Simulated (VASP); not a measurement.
The input files of a VASP run:

INCAR:
```
ALGO  =  Normal
EDIFF  =  1E-6
EDIFFG  =  -0.01
ENCUT  =  520
GGA  =  PE
IBRION  =  2
ISIF  =  3
ISMEAR  =  0
LASPH  =  .TRUE.
LCHARG  =  .FALSE.
LMAXMIX  =  4
LREAL  =  .FALSE.
LWAVE  =  .FALSE.
NELM  =  100
NSW  =  60
PREC  =  Accurate
SIGMA  =  0.05
SYSTEM  =  CdS
```

### POSCAR
```
CdS
1
    0.0000000000     2.9100000000     2.9100000000
    2.9100000000     0.0000000000     2.9100000000
    2.9100000000     2.9100000000     0.0000000000
Cd S
1 1
Direct
  0.0000000000   0.0000000000   0.0000000000
  0.2500000000   0.2500000000   0.2500000000
```

### KPOINTS
```
Automatic mesh
0
Gamma
7 7 7
0 0 0
```

POTCAR, in this order: Cd S (PBE.64 set). Program: vasp_std.

Q: Translate this PBE calculation to Quantum ESPRESSO's pw.x.

A: One equivalent input (not run):
```
&CONTROL
  calculation = 'vc-relax'
  pseudo_dir = './pseudo'
  outdir = './out'
  tprnfor = .true.
  tstress = .true.
  nstep = 60
  forc_conv_thr = 0.00039
/
&SYSTEM
  ibrav = 0
  nat = 2
  ntyp = 2
  ecutwfc = 102
  occupations = 'smearing'
  smearing = 'gaussian'
  degauss = 0.003675
  input_dft = 'pbe'
/
&ELECTRONS
  conv_thr = 7.3e-08
  electron_maxstep = 100
/
&IONS
/
&CELL
/
ATOMIC_SPECIES
  Cd 112.414 Cd.upf
  S 32.060 S.upf
CELL_PARAMETERS angstrom
     0.0000000    2.9100000    2.9100000
     2.9100000    0.0000000    2.9100000
     2.9100000    2.9100000    0.0000000
ATOMIC_POSITIONS crystal
  Cd   0.0000000  0.0000000  0.0000000
  S    0.2500000  0.2500000  0.2500000
K_POINTS automatic
  7 7 7 0 0 0
```
Limits of the translation: the potentials are each code's own (VASP's PAW set, PseudoDojo norm-conserving files in pw.x), so ENCUT and ecutwfc are chosen apart and not converted; conv_thr bounds pw.x's estimated SCF error, while EDIFF bounds the energy change between steps; forc_conv_thr acts on force components and is met together with etot_conv_thr.

The compound is CdS in the zinc blende structure, a metastable form; wurtzite is the usual one. This run relaxes it. Symmetry was kept, so distortions that lower it aren't found.
